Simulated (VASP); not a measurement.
**AlGa3P4 (ordered alloy cell): computed properties**

Calculation: PBEsol GGA, VASP's PBE PAW potentials (set 64) (plane waves; VASP).

```yaml
space_group: Amm2 (38)
cell: a = 3.850 Å, b = 7.702 Å, c = 10.884 Å, α = β = γ = 90.00°
volume_per_atom: 20.17 Å³/atom
band gap (over mesh and band path): 1.44 eV
smallest direct gap (over mesh and band path): 1.49 eV
band_edge_character: indirect, Γ to T
density: 3.71 g/cm³
```

```cif
data_Al2Ga6P8
_chemical_formula_sum 'Ga6 P8 Al2'
_space_group_name_H-M_alt 'Amm2'
_space_group_IT_number 38
_space_group_name_Hall 'A 2 -2'
_cell_length_a 3.84960
_cell_length_b 7.70174
_cell_length_c 10.88391
_cell_angle_alpha 90.000
_cell_angle_beta 90.000
_cell_angle_gamma 90.000
loop_
_space_group_symop_operation_xyz
  'x, y, z'
  '-x, -y, z'
  '-x, y, z'
  'x, -y, z'
  'x, y+1/2, z+1/2'
  '-x, -y+1/2, z+1/2'
  '-x, y+1/2, z+1/2'
  'x, -y+1/2, z+1/2'
loop_
_atom_site_label
_atom_site_type_symbol
_atom_site_symmetry_multiplicity
_atom_site_Wyckoff_symbol
_atom_site_fract_x
_atom_site_fract_y
_atom_site_fract_z
_atom_site_occupancy
Ga1 Ga 2 b 0.50000 0.50000 0.50004 1
Ga2 Ga 4 d 0.00000 0.24989 0.24998 1
P1 P 2 a 0.00000 0.00000 0.87504 1
P2 P 4 e 0.50000 0.24977 0.12513 1
P3 P 2 a 0.00000 0.00000 0.37487 1
Al1 Al 2 b 0.50000 0.50000 0.99983 1
```
(The calculation used a cell of 8 atoms; values per cell refer to that cell.)

The structure was generated: AlGa3P4 was put into an ordered model structure (Amm2), which need not be its known phase. It was relaxed first. Symmetry was kept, so distortions that lower it aren't found.
